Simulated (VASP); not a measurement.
The system is GaN.

```
CELL_PARAMETERS angstrom
0.00000 2.25350 2.25350
2.25350 0.00000 2.25350
2.25350 2.25350 0.00000
ATOMIC_POSITIONS crystal
Ga 0.00000 0.00000 0.00000
N 0.75000 0.75000 0.75000
```

The cell is a database's computed one.

```yaml
Program: VASP 6.6.1
Task: relaxation of cell and atoms
Functional: PBE
Potentials_or_basis: VASP PAW PBE potentials, release 64 (Ga_d, N)
Cutoff: 520 eV
k_mesh: 4 × 4 × 4
Occupations: gaussian, width 0.02 eV
Spin: no spin polarisation
```

At the start: pressure 5.0 GPa; volume 11.44 Å³/atom.

Task: How do energy, volume and symmetry change on relaxing?

Result: Over 3 steps the energy falls by 4.8 meV/atom and the volume is 11.76 Å³/atom (+2.8 %); space group F-43m (No. 216, to 0.05 Å).

Step by step:
| step | energy change (eV) | largest force (eV/Å) | pressure (GPa) | volume (Å³) |
| --- | --- | --- | --- | --- |
| 1 | 0.0000 | 0.0000 | 5.00 | 22.89 |
| 2 | -0.0025 | 0.0000 | -3.91 | 24.09 |
| 3 | -0.0096 | 0.0000 | -0.02 | 23.52 |

Final structure:
```cif
data_structure
_symmetry_space_group_name_H-M 'P 1'
_symmetry_Int_Tables_number 1
_cell_length_a 3.2161
_cell_length_b 3.2161
_cell_length_c 3.2161
_cell_angle_alpha 60.000
_cell_angle_beta 60.000
_cell_angle_gamma 60.000
_cell_volume 23.52
loop_
_atom_site_label
_atom_site_type_symbol
_atom_site_fract_x
_atom_site_fract_y
_atom_site_fract_z
_atom_site_occupancy
Ga1 Ga 0.00000 0.00000 0.00000 1
N1 N 0.75000 0.75000 0.75000 1
```

Caveat: the k mesh is coarse (spacing up to 0.60 Å⁻¹), so the values aren't converged.
